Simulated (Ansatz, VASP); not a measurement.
**Al in two plane-wave programs**

One calculation is typed for both programs; each brings its own data sets. How far apart do they land? The structure shown is frame 338 of Ansatz's trajectory.

Method: plane waves, with VASP 6.6.1 beside it; single point at PBE, in Ansatz 0.2.0.

### 1. The starting structure

The cell holds 76 atoms: 76 Al. Its edges and angles: a = 11.276 Å, b = 11.276 Å, c = 11.276 Å, α = 90.0°, β = 90.0°, γ = 90.0°. As first built, before any earlier steps moved the atoms (in the runner's words): 76 atoms (76 Al) placed at random at 2.38 g/cm^3, melted at 1533 K for 5 ps at fixed volume with the Finnis-Sinclair Al potential (Mendelev, file Al_mm.eam.fs of the LAMMPS distribution). Snapshot at the end of a hold of 8 ps at 933 K and fixed volume.

### 2. Ansatz: dynamics, PBE

Ansatz runs on its default PAW (the set named soft_2) files.

One frame of this run of dynamics is then solved in both programs, so the motion causes no difference.

The input, input.yaml:

```yaml
crystal:
  lattice:
    - [11.276, 0.0, 0.0]
    - [0.0, 11.276, 0.0]
    - [0.0, 0.0, 11.276]
  atoms:
    - { symbol: Al, position: [0.75847, 0.9068, 0.29477] }
    - { symbol: Al, position: [0.47357, 0.10862, 0.6001] }
    - { symbol: Al, position: [0.10019, 0.03811, 0.93328] }
    - { symbol: Al, position: [0.71034, 0.94842, 0.05452] }
    - { symbol: Al, position: [0.20729, 0.43733, 0.21712] }
    - { symbol: Al, position: [0.02216, 0.50692, 0.78216] }
    - { symbol: Al, position: [0.78911, 0.45872, 0.15541] }
    - { symbol: Al, position: [0.08079, 0.88247, 0.71257] }
    - { symbol: Al, position: [0.45703, 0.74053, 0.43938] }
    - { symbol: Al, position: [0.4806, 0.8, 0.02448] }
    - { symbol: Al, position: [0.415, 0.8638, 0.61506] }
    - { symbol: Al, position: [0.92643, 0.44055, 0.98581] }
    - { symbol: Al, position: [0.26234, 0.22889, 0.57779] }
    - { symbol: Al, position: [0.4537, 0.51292, 0.28646] }
    - { symbol: Al, position: [0.54352, 0.14228, 0.0146] }
    - { symbol: Al, position: [0.14637, 0.27392, 0.02022] }
    - { symbol: Al, position: [0.4112, 0.60929, 0.84706] }
    - { symbol: Al, position: [0.32474, 0.22123, 0.16821] }
    - { symbol: Al, position: [0.28419, 0.43158, 0.70714] }
    - { symbol: Al, position: [0.53074, 0.42124, 0.77789] }
    - { symbol: Al, position: [0.02315, 0.49569, 0.36626] }
    - { symbol: Al, position: [0.68438, 0.59132, 0.3353] }
    - { symbol: Al, position: [0.53711, 0.08056, 0.25633] }
    - { symbol: Al, position: [0.31189, 0.63395, 0.60982] }
    - { symbol: Al, position: [0.05399, 0.62112, 0.57344] }
    - { symbol: Al, position: [0.42251, 0.29023, 0.38923] }
    - { symbol: Al, position: [0.31174, 0.99098, 0.97744] }
    - { symbol: Al, position: [0.71961, 0.34625, 0.40602] }
    - { symbol: Al, position: [0.30112, 0.81018, 0.80108] }
    - { symbol: Al, position: [0.26655, 0.65184, 0.30719] }
    - { symbol: Al, position: [0.29631, 0.88001, 0.23216] }
    - { symbol: Al, position: [0.85021, 0.5224, 0.57331] }
    - { symbol: Al, position: [0.25701, 0.06446, 0.72917] }
    - { symbol: Al, position: [0.51564, 0.49629, 0.54863] }
    - { symbol: Al, position: [0.47814, 0.97272, 0.83235] }
    - { symbol: Al, position: [0.35996, 0.58073, 0.08677] }
    - { symbol: Al, position: [0.08537, 0.26764, 0.76087] }
    - { symbol: Al, position: [0.65308, 0.34312, 0.93612] }
    - { symbol: Al, position: [0.33911, 0.04468, 0.40703] }
    - { symbol: Al, position: [0.74916, 0.70562, 0.12156] }
    - { symbol: Al, position: [0.05015, 0.70828, 0.86621] }
    - { symbol: Al, position: [0.40968, 0.21042, 0.8418] }
    - { symbol: Al, position: [0.75524, 0.56833, 0.84137] }
    - { symbol: Al, position: [0.68259, 0.80824, 0.49446] }
    - { symbol: Al, position: [0.07537, 0.08178, 0.56997] }
    - { symbol: Al, position: [0.20984, 0.82072, 0.48611] }
    - { symbol: Al, position: [0.26049, 0.48113, 0.44967] }
    - { symbol: Al, position: [0.93442, 0.10803, 0.28802] }
    - { symbol: Al, position: [0.8694, 0.73489, 0.66827] }
    - { symbol: Al, position: [0.91584, 0.09539, 0.74006] }
    - { symbol: Al, position: [0.66466, 0.22172, 0.65347] }
    - { symbol: Al, position: [0.99012, 0.61968, 0.11412] }
    - { symbol: Al, position: [0.91118, 0.74702, 0.42198] }
    - { symbol: Al, position: [0.53183, 0.79753, 0.2402] }
    - { symbol: Al, position: [0.37078, 0.36031, 0.99735] }
    - { symbol: Al, position: [0.65205, 0.79028, 0.8886] }
    - { symbol: Al, position: [0.66257, 0.98632, 0.66789] }
    - { symbol: Al, position: [0.59437, 0.68669, 0.68135] }
    - { symbol: Al, position: [0.87713, 0.94861, 0.54172] }
    - { symbol: Al, position: [0.70712, 0.20779, 0.19625] }
    - { symbol: Al, position: [0.51715, 0.32609, 0.17575] }
    - { symbol: Al, position: [0.14371, 0.7837, 0.05782] }
    - { symbol: Al, position: [0.87538, 0.19698, 0.5467] }
    - { symbol: Al, position: [0.97592, 0.32962, 0.19877] }
    - { symbol: Al, position: [0.04057, 0.369, 0.54836] }
    - { symbol: Al, position: [0.16247, 0.50554, 0.9724] }
    - { symbol: Al, position: [0.84218, 0.32782, 0.76483] }
    - { symbol: Al, position: [0.58972, 0.54902, 0.02821] }
    - { symbol: Al, position: [0.14031, 0.06563, 0.20879] }
    - { symbol: Al, position: [0.64885, 0.12537, 0.4394] }
    - { symbol: Al, position: [0.136, 0.23558, 0.37444] }
    - { symbol: Al, position: [0.71362, 0.11411, 0.86238] }
    - { symbol: Al, position: [0.03667, 0.82572, 0.28593] }
    - { symbol: Al, position: [0.89728, 0.91756, 0.86171] }
    - { symbol: Al, position: [0.97899, 0.95153, 0.10854] }
    - { symbol: Al, position: [0.89507, 0.17637, 0.00118] }
kpoints:
  mp_grid: { grid: [1, 1, 1] }
hamiltonian:
  xc: pbe
scf:
  occupations: { method: fermi_dirac, width: 0.08 }
output:
  forces: true
  stress: true
basis:
  ecutwfc: "300 eV"
md:
  timestep: 3.0
  n_steps: 1000
  ensemble: nvt_nose_hoover
  temperature: 933
  initial_velocities: maxwell_boltzmann
  seed: 6
```

Command:

```
ansatz run input.yaml --threads 8 --pin off --max-ram 15360MiB --backend cpu --events-out ev --progress --plain --runs-dir out
```

Numbers of over 12 decimals in the logs are rounded to 6 here.

The program printed:

```text
Warning: md: disabling space-group detection — thermal motion breaks the input geometry's symmetry, so no spatial operation reduces the k-mesh or symmetrises the density; time reversal is kept, so that k and −k are solved as one point where they differ and the mesh holds both, and exact exchange and, on two spinor components, a DFT+U term hold to it where the run has them: on two components no moment then forms, and  [...]
Warning: basis.ecutwfc = 300 eV is below the records' recommended 420 eV, and the density's cutoff is lower with it unless basis.ecutrho_ratio is high enough to keep the records' density cutoff: compare with a run at a higher cutoff
Warning: output.stress: scf.convergence.dr2_threshold = 7.6e-8 eV (the default of an md: trajectory) is looser than the 7.6e-9 eV advised for a printed stress (1e-10 eV for each atom of the cell: 76). What an SCF threshold leaves in a stress goes as its square root, and in the free energy as the threshold itself, and one threshold admits the most on a small cell: [figures from the program's tests cut] Set scf.converg [...]
Engine: ansatz 0.2.0, aarch64-unknown-linux-gnu
Pseudopotentials: kind: paw
Pseudopotential: Al, paw, valence charge 3, recommended cutoff 420 eV (normal), Al.paw.azcp
Functional definition: PBE
  parameter kappa = 0.804
  parameter beta = 0.066725
  exchange = pbe_x(kappa = kappa, mu = beta*pi^2/3)
  correlation = pbe_c(beta = beta)
Crystal: 76 atoms, lattice volume = 1433.723 Å³
Basis set: ecut = 300 eV, 16879 PW (Γ), exchange–correlation on 128×128×128 points (8 copies of the dense FFT grid, shifted against one another)
Bands: 190, of which v1, the nominal top of the filled ones, is band 114 counted from 1 (113 counted from 0)
Symmetry: 1 space group operations
k-points: 1
Non-local potential: Al, projectors of the file, l = 0: 2, l = 1: 2, l = 2: 1
PAW form: soft (Blöchl's): semilocal exchange-correlation on the pseudo side does not see the compensation charge
PAW one-centre angular grid: Al, 110 points (default); XC on 64 Gauss nodes
Initial density: superposition of atomic densities (neutral atoms: chi_scale 0, normalization atom), corrected by the library's trained network
Initial wavefunctions: pseudopotential atomic-orbital guess
Functional: x = pbe(κ = 0.804, μ = 0.219515), c = pbe(β = 0.066725)
SCF iter   1: F=—  HF=-40819.883769 eV  |F-HF|=—  |Δ(HF+E_count)|=         —  Δρ=4.81e-3  dr2=1.13e0  ethr=1.77e-3  ⟨swp⟩=7.0  Hψ=971  notcnv=0  defer=12
preconditioner: auto → Kerker (q_TF=auto, 2.008 Å⁻¹)  [metal: Δε(μ)=0.105 eV  Ē_g=6.077 eV  σ=0.080 eV  W_gap=0.32  n_scr=178 (ndim 8)  ℏωp=14.8 eV  f_vac=0.000  D(μ)=46.19/eV (n_scr^D=340)]
SCF iter   2: F=—  HF=-40819.726067 eV  |F-HF|=—  |Δ(HF+E_count)|=   1.58e-1  Δρ=2.74e-3  dr2=3.21e-1  ethr=4.94e-4  ⟨swp⟩=1.0  Hψ=219  notcnv=0  defer=12
SCF iter   3: F=—  HF=-40819.658227 eV  |F-HF|=—  |Δ(HF+E_count)|=   6.78e-2  Δρ=4.20e-4  dr2=4.87e-3  ethr=1.41e-4  ⟨swp⟩=3.0  Hψ=306  notcnv=0  defer=12
SCF iter   4: F=—  HF=-40819.657486 eV  |F-HF|=—  |Δ(HF+E_count)|=   7.42e-4  Δρ=1.32e-4  dr2=4.71e-4  ethr=2.14e-6  ⟨swp⟩=2.0  Hψ=301  notcnv=0  defer=12
SCF iter   5: F=—  HF=-40819.657432 eV  |F-HF|=—  |Δ(HF+E_count)|=   5.42e-5  Δρ=2.85e-5  dr2=2.38e-5  ethr=2.06e-7  ⟨swp⟩=2.0  Hψ=258  notcnv=0  defer=12
SCF iter   6: F=—  HF=-40819.658207 eV  |F-HF|=—  |Δ(HF+E_count)|=   7.75e-4  Δρ=1.38e-5  dr2=4.52e-6  ethr=1.05e-8  ⟨swp⟩=2.0  Hψ=309  notcnv=0  defer=16
SCF iter   7: F=—  HF=-40819.658207 eV  |F-HF|=—  |Δ(HF+E_count)|=   5.57e-8  Δρ=3.08e-6  dr2=2.83e-7  ethr=1.98e-9  ⟨swp⟩=2.0  Hψ=274  notcnv=0  defer=16
SCF iter   8: F=-40819.658207 eV  HF=-40819.658207 eV  |F-HF|=4.39e-9  |Δ(HF+E_count)|=   9.51e-9  Δρ=8.64e-7  dr2=1.73e-8  ethr=3.33e-11  ⟨swp⟩=4.0  Hψ=468  notcnv=0
SCF 1 converged in 8 iterations: F = -40819.658207 eV  dr2 = 1.73e-8
  greatest PAW one-centre occupation: 0.484 electrons in one spin orbital (limit 2), on the Al atom at site 72 (counted from 0), in its partial waves of l = 0
[...]
md step   960: t =  2880.00 fs  T =   797.7 K  F+E_penalty+E_count = -40818.72538597 eV  E_kin = 7.733673 eV  conserved = -40810.61243523 eV  P_inst = 3.0912 GPa  (7 SCF iters)
md step   963: t =  2889.00 fs  T =   793.3 K  F+E_penalty+E_count = -40818.58036733 eV  E_kin = 7.690175 eV  conserved = -40810.61083989 eV  P_inst = 3.0954 GPa  (4 SCF iters)
md step   966: t =  2898.00 fs  T =   877.7 K  F+E_penalty+E_count = -40819.29374305 eV  E_kin = 8.509014 eV  conserved = -40810.61593853 eV  P_inst = 2.9378 GPa  (4 SCF iters)
md step   969: t =  2907.00 fs  T =   979.1 K  F+E_penalty+E_count = -40820.16901490 eV  E_kin = 9.491643 eV  conserved = -40810.62246364 eV  P_inst = 2.7683 GPa  (3 SCF iters)
md step   972: t =  2916.00 fs  T =  1010.9 K  F+E_penalty+E_count = -40820.37976301 eV  E_kin = 9.799813 eV  conserved = -40810.62068784 eV  P_inst = 2.7687 GPa  (4 SCF iters)
md step   975: t =  2925.00 fs  T =   987.6 K  F+E_penalty+E_count = -40820.08343124 eV  E_kin = 9.574553 eV  conserved = -40810.61566178 eV  P_inst = 2.9081 GPa  (4 SCF iters)
md step   978: t =  2934.00 fs  T =   971.2 K  F+E_penalty+E_count = -40819.88198422 eV  E_kin = 9.415709 eV  conserved = -40810.61568227 eV  P_inst = 3.0441 GPa  (4 SCF iters)
md step   981: t =  2943.00 fs  T =   970.1 K  F+E_penalty+E_count = -40819.84548071 eV  E_kin = 9.404959 eV  conserved = -40810.61694933 eV  P_inst = 3.1147 GPa  (4 SCF iters)
md step   984: t =  2952.00 fs  T =   966.5 K  F+E_penalty+E_count = -40819.79679566 eV  E_kin = 9.369594 eV  conserved = -40810.61922548 eV  P_inst = 3.1377 GPa  (4 SCF iters)
md step   987: t =  2961.00 fs  T =   937.1 K  F+E_penalty+E_count = -40819.50388246 eV  E_kin = 9.085042 eV  conserved = -40810.61854737 eV  P_inst = 3.1647 GPa  (4 SCF iters)
md step   990: t =  2970.00 fs  T =   897.7 K  F+E_penalty+E_count = -40819.11171005 eV  E_kin = 8.702532 eV  conserved = -40810.61449884 eV  P_inst = 3.1655 GPa  (7 SCF iters)
md step   993: t =  2979.00 fs  T =   901.2 K  F+E_penalty+E_count = -40819.13566325 eV  E_kin = 8.736630 eV  conserved = -40810.61331365 eV  P_inst = 3.0591 GPa  (4 SCF iters)
md step   996: t =  2988.00 fs  T =   955.9 K  F+E_penalty+E_count = -40819.65899230 eV  E_kin = 9.267184 eV  conserved = -40810.61792122 eV  P_inst = 2.8687 GPa  (4 SCF iters)
md step   999: t =  2997.00 fs  T =  1008.0 K  F+E_penalty+E_count = -40820.15469861 eV  E_kin = 9.771674 eV  conserved = -40810.61663864 eV  P_inst = 2.7191 GPa  (4 SCF iters)
iter 1 solved again at ethr=8.73e-5 eV; its pass at ethr=3.10e-3 eV (dr2=1.99e-1 eV) is discarded
SCF iter   1: F=—  HF=-40820.341045 eV  |F-HF|=—  |Δ(HF+E_count)|=         —  Δρ=1.93e-3  dr2=2.04e-1  ethr=8.73e-5  ⟨swp⟩=7.0  Hψ=903  notcnv=0  defer=1
preconditioner: auto → Kerker (q_TF=auto, 2.008 Å⁻¹)  [metal: Δε(μ)=0.046 eV  Ē_g=6.088 eV  σ=0.080 eV  W_gap=0.14  n_scr=178 (ndim 8)  ℏωp=14.8 eV  f_vac=0.000  D(μ)=49.15/eV (n_scr^D=364)]
SCF iter   2: F=—  HF=-40820.310909 eV  |F-HF|=—  |Δ(HF+E_count)|=   3.01e-2  Δρ=1.06e-3  dr2=5.21e-2  ethr=8.73e-5  ⟨swp⟩=1.0  Hψ=190  notcnv=0
SCF iter   3: F=—  HF=-40820.300825 eV  |F-HF|=—  |Δ(HF+E_count)|=   1.01e-2  Δρ=1.42e-4  dr2=3.59e-4  ethr=2.28e-5  ⟨swp⟩=3.0  Hψ=284  notcnv=0
SCF iter   4: F=—  HF=-40820.300765 eV  |F-HF|=—  |Δ(HF+E_count)|=   6.06e-5  Δρ=3.41e-5  dr2=2.60e-5  ethr=1.57e-7  ⟨swp⟩=2.0  Hψ=295  notcnv=0
SCF iter   5: F=—  HF=-40820.301937 eV  |F-HF|=—  |Δ(HF+E_count)|=   1.17e-3  Δρ=1.29e-5  dr2=3.72e-6  ethr=1.14e-8  ⟨swp⟩=2.0  Hψ=347  notcnv=0
SCF iter   6: F=—  HF=-40820.301937 eV  |F-HF|=—  |Δ(HF+E_count)|=   2.86e-7  Δρ=3.95e-6  dr2=2.89e-7  ethr=1.63e-9  ⟨swp⟩=2.0  Hψ=254  notcnv=0
SCF iter   7: F=-40820.301937 eV  HF=-40820.301937 eV  |F-HF|=3.49e-9  |Δ(HF+E_count)|=   1.54e-8  Δρ=5.90e-7  dr2=9.31e-9  ethr=3.33e-11  ⟨swp⟩=4.0  Hψ=465  notcnv=0
SCF 1001 converged in 7 iterations: F = -40820.301937 eV  dr2 = 9.31e-9
SCF converged after 7 iterations
Free energy (F): -40820.301937 eV
Harris-Foulkes:  -40820.301937 eV  (|F-HF|=3.49e-9)
Internal energy: -40819.295844 eV  (E = F + TS)
E sigma→0 (E₀):  -40819.798890 eV
Entropy (-TS):   -1.006092 eV (-13.238 meV/atom)
Fermi energy:    6.550704 eV
--- Per-component energies (eV) ---
  E_band       = 547.849383
  E_kinetic    = 1669.279636
  E_local      = 268.357994  (includes V_loc(G=0)·N_el)
  E_nonlocal   = 813.838353
  E_hartree    = 112.934424
  E_xc         = -2979.458835
  E_vxc        = -2146.626703  (∫ρ·V_xc dr)
  E_paw        = -35522.384393  (= ΣΔE_a)
  E_vpaw       = -282.867952  (= ΣTr[D̂ρ^β])
  E_aug_tail   = -0.000549  (compensation charges beyond the density's cutoff)
  E_ewald      = -5181.862474
  E_smearing   = -1.006092  (= −TS)
  E_closure    = 0.000000  (closes the sum)
  Σ components = -40820.301937   (vs F -40820.301937, Δ=0.00e0)
--- Forces (eV/Å), atoms counted from 1 ---
  atom   1  Al    -2.06756103     1.37391310    -0.52317472
  atom   2  Al     0.40571963    -0.07235908     0.13654548
  atom   3  Al     0.13732129    -0.21383459    -0.34665776
  atom   4  Al     0.69276081     0.29132708    -0.84326624
  atom   5  Al    -0.26059698     1.32027341    -0.10591013
  atom   6  Al     0.21519454    -0.54027345    -0.13981466
  atom   7  Al     1.33156907    -1.18806217     0.56963756
  atom   8  Al    -1.35799108    -0.09246821     0.17858290
  atom   9  Al    -0.06815348     0.01432509     0.94956405
  atom  10  Al    -1.40910282    -0.49856710     0.34432786
  atom  11  Al     0.10555353     0.40384808    -0.15901658
  atom  12  Al     0.09986001     0.10470338     0.94359935
  atom  13  Al    -0.57582727    -0.17938734     0.39756851
  atom  14  Al     0.18881593     0.45163598     0.14804964
  atom  15  Al    -0.11867375    -0.40742074     0.34503996
  atom  16  Al    -0.20468506     0.80560830    -1.09935800
  atom  17  Al    -0.21199764    -0.31810798    -0.53669328
  atom  18  Al     0.33246531    -0.91958763     0.36576466
  atom  19  Al     0.20278396     0.82533771     0.63521287
  atom  20  Al    -0.25075341     0.42047067     0.56373590
  atom  21  Al    -0.52064367    -1.26094705    -1.41551388
  atom  22  Al    -0.49886077     0.57637850    -0.19510645
  atom  23  Al    -0.61193407    -0.83698968    -0.47108367
  atom  24  Al    -0.78777181    -0.08184061    -0.64968138
[...]
atom  69  Al    -0.14497265    -1.16709200     0.27378910
  atom  70  Al    -0.79494028    -0.16462255    -0.24350361
  atom  71  Al    -0.54081463     0.87693185    -0.79450320
  atom  72  Al    -0.05001879     0.14948930     0.45039733
  atom  73  Al     0.67096001     0.40914127     1.10141899
  atom  74  Al    -0.16787004    -0.24641785    -0.56513598
  atom  75  Al     0.02873527     0.28992502     0.48185446
  atom  76  Al    -0.11133840     0.58898406    -0.77355408
  max |Σ_I F_I| component: 1.39e-4 eV/Å
--- Stress (GPa, compression-positive) ---
        1.682804       0.047302      -0.072445
        0.047302       2.351905       0.475566
       -0.072445       0.475566       1.776548
  P = ⅓ Tr σ = 1.9371 GPa (19.371 kbar)
--- MD trajectory: 1000 steps, t = 0.0 → 3000.0 fs ---
  final state: T = 1023.3 K   F+E_penalty+E_count = -40820.30193659 eV   E_kin = 9.920051 eV
  conserved energy: peak-to-peak 2.261e-2 eV (2.975e-4 eV/atom) over 3000.0 fs
```

In the SCF lines HF is the Harris–Foulkes energy and dr2 the Hartree energy of the density residual, in eV; the loop may stop once dr2 is under the threshold and the program's other checks hold. Hψ counts applications of the Hamiltonian.

(Continued in part 2 of 2.)

[Lines on the potential files, build, host, timing and source positions are cut from VASP's logs without a mark.]

[Logs are printed without paths, hosts, clocks, repeated set-up lines and the standing remarks that a program may print on its own settings, such as how far it seeks lower states.]

[Hosts, paths, dates, database ids (printed as entryN), source tags and the programs' standing remarks are cut or masked in the printed files.]
